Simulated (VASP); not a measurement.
An input for Ansatz (written as the equivalent of a VASP run, and not itself run):

Ansatz 0.2 input:
```yaml
crystal:
  lattice:
    - [2.6382204, 0.0000000, 0.0000000]
    - [0.0000000, 2.6382204, 0.0000000]
    - [0.0000000, 0.0000000, 2.6382204]
  atoms:
    - { symbol: B, position: [0.0000000, 0.0000000, 0.0000000] }
    - { symbol: P, position: [0.5000000, 0.5000000, 0.5000000] }
kpoints:
  mp_grid: { grid: [14, 14, 14] }
hamiltonian:
  xc: pbesol
  pseudopotentials: { kind: paw }
scf:
  occupations: { method: methfessel_paxton, width: 0.1 }
  max_iter: 100
relax:
  max_steps: 40
  f_tol: 0.02
  cell: { p_target: 20 }
output: { forces: true, stress: true, eigenvalues: true }
```

Question: Translate this input to VASP (INCAR, KPOINTS, POSCAR, choice of POTCAR).

Answer: This is not unique; one that fits is 
### POSCAR
```
BP
1
    2.6382204328     0.0000000000     0.0000000000
    0.0000000000     2.6382204328     0.0000000000
    0.0000000000     0.0000000000     2.6382204328
B P
1 1
Direct
  0.0000000000   0.0000000000   0.0000000000
  0.5000000000   0.5000000000   0.5000000000
```

File KPOINTS:
```
Automatic mesh
0
Gamma
14 14 14
0 0 0
```

**INCAR**
```
SYSTEM=BP
PREC=Accurate; ENCUT=620; LREAL=.FALSE.
LASPH=.TRUE.
EDIFF=1E-6; NELM=100; ALGO=Normal
ISMEAR=1; SIGMA=0.1
GGA=PS
IBRION=2; NSW=40; ISIF=3
EDIFFG=-0.02; PSTRESS=200
LWAVE=.FALSE.; LCHARG=.FALSE.
```

POTCAR, in this order: B P (PBE.64 set). Program: vasp_std.

The two are equivalent in intent, not identical: each code has its own PAW files, so the cut-off isn't converted (ENCUT is set for VASP's; basis.ecutwfc is left out, and Ansatz then takes the one that its files recommend); Ansatz stops its SCF on the density residual and VASP on the energy change (EDIFF).

The structure was generated: BP was put into the CsCl type type (Pm-3m), which need not be its known phase. This run relaxes it under an external pressure of 20 GPa. Symmetry was kept, so distortions that lower it aren't found.
